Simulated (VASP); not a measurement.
Data:

```cif
data_Ca4F8
_chemical_formula_sum 'Ca4 F8'
_space_group_name_H-M_alt 'Fm-3m'
_space_group_IT_number 225
_space_group_name_Hall '-F 4 2 3'
_cell_length_a 5.59970
_cell_length_b 5.59970
_cell_length_c 5.59970
_cell_angle_alpha 90.000
_cell_angle_beta 90.000
_cell_angle_gamma 90.000
loop_
_atom_site_label
_atom_site_type_symbol
_atom_site_symmetry_multiplicity
_atom_site_Wyckoff_symbol
_atom_site_fract_x
_atom_site_fract_y
_atom_site_fract_z
_atom_site_occupancy
Ca1 Ca 4 a 0.00000 0.00000 0.00000 1
F1 F 8 c 0.25000 0.25000 0.25000 1
```
(The calculation used a cell of 3 atoms; values per cell refer to that cell.)

Level of theory: revPBE GGA, VASP's PBE PAW potentials (set 64) (plane waves; VASP). Run with 520 eV cut-off, 7×7×7 Γ-centred mesh, Gaussian smearing of 0.050 eV, potentials Ca_sv F.

Give the energy at these volumes per atom, relative to the lowest: 13.69, 14.13, 14.57, 15.00, 15.44 Å³.

14.4, 3.9, 0.0, 1.9, 8.6 meV/atom. A third-order Birch-Murnaghan fit gives B0 = 68.4 GPa and B0′ = 4.2.

Measured: bulk modulus 83.0 GPa (computed value off by -17.6 %), as given by On the Morphology of Group II Metal Fluoride Nanocrystals at Finite Temperature and Partial Pressure of HF, PMC6154342; a 5.466 Å (computed value off by +2.5 %), as given by M. Råsander et al., The Journal of Chemical Physics (2015), arXiv:1505.02379. The calculation is for a static lattice, while the measured bulk modulus, a hold thermal and zero-point effects, which are part of the difference.

The compound is CaF2 in the fluorite structure. It was relaxed first, which changed the volume by +8 %.
